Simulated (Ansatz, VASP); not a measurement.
**One calculation of Si, two programs**

```
Si
1.0
     0.00000    2.72185    2.72185
     2.72185    0.00000    2.72185
     2.72185    2.72185    0.00000
Si
2
Cartesian
  2.7219 2.7219 2.7219
  4.0828 4.0828 4.0828
```

Alike in both runs: functional PBEsol-based global hybrid; k mesh 5 × 5 × 5; occupations fermi-dirac, width 0.05 eV; no spin polarisation.

|  | VASP | Ansatz |
| --- | --- | --- |
| version | VASP 6.6.1 | Ansatz 0.2.0 |
| potentials or method | VASP PAW PBE potentials, release 64 (Si) | Ansatz PAW |
| plane-wave cutoff (eV) | 520 | 420 |
| valence electrons in the cell | 8 | 8 |
| task | single point | band structure |

|  | VASP | Ansatz | Ansatz less VASP |
| --- | --- | --- | --- |
| gap on the k mesh at the Fermi level (eV) | 1.78 | 1.74 | -0.041 |
| least direct gap on the mesh (eV) | 4.00 | 3.96 | -0.040 |
| pressure (GPa) | -1.7 | -1.4 | +0.23 |

The functional is the same, so the differences come from potentials, cutoffs and numerics.

Caveats: the PAW data sets were made with another functional, which shifts forces and pressure a little (VASP); an odd mesh through Γ misses points on the zone boundary, where band edges often lie (VASP); the PAW data sets come from PBE, with cores solved anew for the run's functional, which leaves a small shift of forces and pressure (Ansatz); the thresholds are loose for stress (Ansatz).
